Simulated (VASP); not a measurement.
A run of VASP 6.6.1 is set up as follows.

File INCAR:

```
PREC = Accurate
ENCUT = 520
EDIFF = 1E-6
ISMEAR = 0
SIGMA = 0.02
LREAL = Auto
LASPH = True
NELM = 100
ALGO = Fast
ISIF = 2
LWAVE = False
LCHARG = False
GGA = PE
NBANDS = 56
```

Contents of KPOINTS:

```
Automatic mesh
0
Gamma
  2 2 1
```

Contents of POSCAR:

```
PdC18
1.0
    7.3980000000      0.0000000000      0.0000000000
   -3.6990000000      6.4068560000      0.0000000000
    0.0000000000      0.0000000000     12.0000000000
C Pd
18 1
Direct
   -0.0044137541     -0.0002542435      0.0793923477
    0.2179883651      0.1094303517      0.0804281137
   -0.0042874825      0.3329360521      0.0816438380
    0.2183638831      0.4433087336      0.0817122732
   -0.0039420526      0.6668380407      0.0804534684
    0.2184982516      0.7765450934      0.0794240188
    0.3284972810     -0.0007633141      0.0801267485
    0.5510743251      0.1079086904      0.0849058602
    0.3269761374      0.3324327562      0.0853786005
    0.5507676171      0.4444081412      0.0942856538
    0.3289914381      0.6663062226      0.0814602693
    0.5516979640      0.7765997976      0.0815381717
    0.6623645919     -0.0003417802      0.0815116526
    0.8850805782      0.1099740666      0.0813918920
    0.6632564116      0.3318700011      0.0942386013
    0.8870974138      0.4438809368      0.0853033234
    0.6629797380      0.6683462458      0.0849420205
    0.8855486645      0.7770231001      0.0801255389
    0.6076460287      0.3882417078      0.2642370075
```

Potentials or basis: VASP PAW PBE potentials, release 64 (C, Pd).

Command:

```sh
$ cat potpaw_PBE.64/C/POTCAR potpaw_PBE.64/Pd/POTCAR > POTCAR
$ mpirun -np 1 vasp_std > vasp.out
```

(1) Estimate the band gap on the k mesh.

(2) What does it give for the largest force?

Results:

(1) 0.08 eV, direct.

(2) 0.031 eV/Å.

Caveat: the k mesh is coarse (spacing up to 0.49 Å⁻¹), so the values aren't converged.
